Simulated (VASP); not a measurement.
Level of theory: PBE GGA, VASP's PBE PAW potentials (set 64) (plane waves; VASP).

VASP input:

POSCAR:
```
I
1
    4.8819680000     0.0000000000     0.0000000000
    0.0000000000     9.9779680000     0.0000000000
    0.0000000000     0.0000000000    31.6350090000
I
8
Direct
  0.8460000000   0.8830000000   0.5574520000
  0.6540000000   0.3830000000   0.5574520000
  0.3460000000   0.6170000000   0.5574520000
  0.1540000000   0.1170000000   0.5574520000
  0.3460000000   0.8830000000   0.4425480000
  0.1540000000   0.3830000000   0.4425480000
  0.8460000000   0.6170000000   0.4425480000
  0.6540000000   0.1170000000   0.4425480000
```

INCAR:
```
SYSTEM=I
PREC=Accurate; ENCUT=300; LREAL=.FALSE.
LASPH=.TRUE.
EDIFF=1E-6; NELM=100; ALGO=Normal
LMAXMIX=4
ISMEAR=0; SIGMA=0.272
GGA=PE
ISIF=2
LWAVE=.FALSE.; LCHARG=.FALSE.
DIPOL=0.5 0.5 0.5
LDIPOL=.TRUE.; IDIPOL=3
```

### KPOINTS
```
Automatic mesh
0
Gamma
7 4 1
0 0 0
```

POTCAR, in this order: I (PBE.64 set). Program: vasp_std.

Output

OSZICAR:
```
       N       E                     dE             d eps       ncg     rms          rms(c)
DAV:   1     0.392919729637E+03    0.39292E+03   -0.11942E+04   880   0.723E+02
DAV:   2     0.597789211569E+02   -0.33314E+03   -0.32946E+03  1292   0.157E+02
DAV:   3    -0.984926018158E+01   -0.69628E+02   -0.69512E+02   990   0.816E+01
DAV:   4    -0.123971196757E+02   -0.25479E+01   -0.25360E+01   936   0.213E+01
DAV:   5    -0.124627127406E+02   -0.65593E-01   -0.65547E-01   927   0.392E+00    0.114E+01
DAV:   6    -0.120864513041E+02    0.37626E+00   -0.34179E-01   871   0.239E+00    0.787E+00
DAV:   7    -0.119805214891E+02    0.10593E+00   -0.87321E-01   809   0.381E+00    0.105E+00
DAV:   8    -0.119563124822E+02    0.24209E-01   -0.11808E-01   810   0.145E+00    0.471E-01
DAV:   9    -0.119566486745E+02   -0.33619E-03   -0.44615E-03   919   0.304E-01    0.225E-01
DAV:  10    -0.119573255056E+02   -0.67683E-03   -0.63952E-04   811   0.113E-01    0.682E-02
DAV:  11    -0.119575649804E+02   -0.23947E-03   -0.13291E-04   810   0.488E-02    0.208E-02
DAV:  12    -0.119577836831E+02   -0.21870E-03   -0.43510E-05   836   0.266E-02    0.119E-02
DAV:  13    -0.119582315926E+02   -0.44791E-03   -0.11684E-04   797   0.352E-02    0.118E-02
DAV:  14    -0.119583428018E+02   -0.11121E-03   -0.13927E-05   785   0.120E-02    0.966E-03
DAV:  15    -0.119584898800E+02   -0.14708E-03   -0.27715E-05   708   0.154E-02    0.111E-02
DAV:  16    -0.119585122198E+02   -0.22340E-04   -0.24047E-06   642   0.528E-03    0.633E-03
DAV:  17    -0.119585360517E+02   -0.23832E-04   -0.18125E-06   637   0.392E-03    0.467E-03
DAV:  18    -0.119585436386E+02   -0.75869E-05   -0.43791E-07   425   0.228E-03    0.345E-03
DAV:  19    -0.119585447644E+02   -0.11258E-05   -0.12739E-07   430   0.135E-03    0.161E-03
DAV:  20    -0.119585473191E+02   -0.25548E-05   -0.22986E-07   421   0.144E-03    0.500E-04
DAV:  21    -0.119585473447E+02   -0.25538E-07   -0.42804E-08   425   0.621E-04
   1 F= -.11958547E+02 E0= -.11958176E+02  d E =-.743128E-03
```

**OUTCAR**
```
------------------------ aborting loop because EDIFF is reached ----------------------------------------
  FORCE on cell =-STRESS in cart. coord.  units (eV):
  Direction    XX          YY          ZZ          XY          YZ          ZX
  --------------------------------------------------------------------------------------
  Total       -1.6554858     -2.5692690      1.2316828     -0.0000000      0.0000000      0.0000000
  in kB       -1.7211988     -2.6712538      1.2805733     -0.0000000      0.0000000      0.0000000
  external PRESSURE =      -1.0372931 kB  Pullay stress =       0.0000000 kB
  volume of cell :     1541.01
      direct lattice vectors                 reciprocal lattice vectors
     4.881968000  0.000000000  0.000000000     0.204835427  0.000000000  0.000000000
     0.000000000  9.977968000  0.000000000     0.000000000  0.100220806  0.000000000
     0.000000000  0.000000000 31.635009000     0.000000000  0.000000000  0.031610549
 POSITION                                       TOTAL-FORCE (eV/Angst)
 -----------------------------------------------------------------------------------
      4.13014      8.81055     17.63500         0.052921     -0.134013      0.086203
      3.19281      3.82156     17.63500        -0.052921     -0.134013      0.086203
      1.68916      6.15641     17.63500         0.052921      0.134013      0.086203
      0.75182      1.16742     17.63500        -0.052921      0.134013      0.086203
      1.68916      8.81055     14.00001         0.052921     -0.134013     -0.086203
      0.75182      3.82156     14.00001        -0.052921     -0.134013     -0.086203
      4.13014      6.15641     14.00001         0.052921      0.134013     -0.086203
      3.19281      1.16742     14.00001        -0.052921      0.134013     -0.086203
 -----------------------------------------------------------------------------------
    total drift:                                0.000000     -0.000000      0.000000
  FREE ENERGIE OF THE ION-ELECTRON SYSTEM (eV)
  ---------------------------------------------------
  free  energy   TOTEN  =       -11.9585473447 eV

  energy  without entropy=      -11.9578042166  energy(sigma->0) =      -11.95817578
```
(Selected blocks of OUTCAR.)

The cell holds a wide vacuum, so values per volume refer to the whole cell.

The cell is a sheet with vacuum, built from a generated structure.
